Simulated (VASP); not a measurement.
Output of a VASP run:

**OSZICAR**
```
       N       E                     dE             d eps       ncg     rms          rms(c)
DAV:   1     0.420200462237E+02    0.42020E+02   -0.55825E+03  2232   0.107E+03
DAV:   2    -0.331488973421E+01   -0.45335E+02   -0.43475E+02  2248   0.205E+02
DAV:   3    -0.366918494739E+01   -0.35430E+00   -0.35423E+00  2500   0.220E+01
DAV:   4    -0.366993073286E+01   -0.74579E-03   -0.74577E-03  2503   0.959E-01
DAV:   5    -0.366993543308E+01   -0.47002E-05   -0.47006E-05  2379   0.692E-02    0.593E+00
DAV:   6    -0.332095401142E+01    0.34898E+00   -0.16707E+00  2195   0.140E+01    0.353E+00
DAV:   7    -0.330990187704E+01    0.11052E-01   -0.13213E-02  2325   0.124E+00    0.198E+00
DAV:   8    -0.330559209059E+01    0.43098E-02   -0.73278E-04  2194   0.244E-01    0.848E-02
DAV:   9    -0.330559983568E+01   -0.77451E-05   -0.85924E-06  2481   0.278E-02    0.113E-02
DAV:  10    -0.330560329798E+01   -0.34623E-05   -0.19601E-06  2323   0.155E-02    0.555E-03
DAV:  11    -0.330560308804E+01    0.20994E-06   -0.56735E-08  1125   0.264E-03
   1 F= -.33056031E+01 E0= -.33055077E+01  d E =-.330560E+01
```

### OUTCAR
```
------------------------ aborting loop because EDIFF is reached ----------------------------------------
  FORCE on cell =-STRESS in cart. coord.  units (eV):
  Direction    XX          YY          ZZ          XY          YZ          ZX
  --------------------------------------------------------------------------------------
  Total        0.0003249      0.0003249      0.0003249     -0.0000000     -0.0000000     -0.0000000
  in kB        0.0313356      0.0313356      0.0313356     -0.0000000     -0.0000000     -0.0000000
  external PRESSURE =       0.0313356 kB  Pullay stress =       0.0000000 kB
  volume of cell :       16.61
      direct lattice vectors                 reciprocal lattice vectors
     0.000000000  2.025283841  2.025283841    -0.246878976  0.246878976  0.246878976
     2.025283841  0.000000000  2.025283841     0.246878976 -0.246878976  0.246878976
     2.025283841  2.025283841  0.000000000     0.246878976  0.246878976 -0.246878976
 POSITION                                       TOTAL-FORCE (eV/Angst)
 -----------------------------------------------------------------------------------
      0.00000      0.00000      0.00000        -0.000000      0.000000      0.000000
 -----------------------------------------------------------------------------------
    total drift:                               -0.000000     -0.000000     -0.000000
  FREE ENERGIE OF THE ION-ELECTRON SYSTEM (eV)
  ---------------------------------------------------
  free  energy   TOTEN  =        -3.3056030880 eV

  energy  without entropy=       -3.3053170509  energy(sigma->0) =       -3.30550774

 reached required accuracy - stopping structural energy minimisation
```
(Selected blocks of OUTCAR.)

### POSCAR
```
Ag
1
    0.0000000000     2.0252838406     2.0252838406
    2.0252838406     0.0000000000     2.0252838406
    2.0252838406     2.0252838406     0.0000000000
Ag
1
Direct
  0.0000000000   0.0000000000   0.0000000000
```

Reconstruct the remaining input files.

This is not unique; one that fits is the input of the run itself, PBEsol GGA, plane waves, VASP's PBE PAW potentials (set 64).

INCAR:
```
# general
SYSTEM   =  Ag
PREC     =  Accurate
ENCUT    =  500   # plane-wave cut-off (eV)
LREAL    =  .False.   # projection in real space or not
LASPH    =  .True.

# electronic loop
EDIFF    =  1E-6   # SCF stop (eV)
NELM     =  100   # most electronic steps
ALGO     =  Normal   # blocked Davidson
LMAXMIX  =  4

# smearing
ISMEAR   =  1
SIGMA    =  0.1

# functional
GGA      =  PS

# ions
IBRION   =  2
NSW      =  40   # most ionic steps
ISIF     =  3   # ions, shape and volume
EDIFFG   =  -0.02

# output
LWAVE    =  .False.
LCHARG   =  .False.
```

### KPOINTS
```
Automatic mesh
0
Gamma
15 15 15
0 0 0
```

POTCAR, in this order: Ag (PBE.64 set). Program: vasp_std.

The compound is Ag in the fcc structure. It was relaxed first.
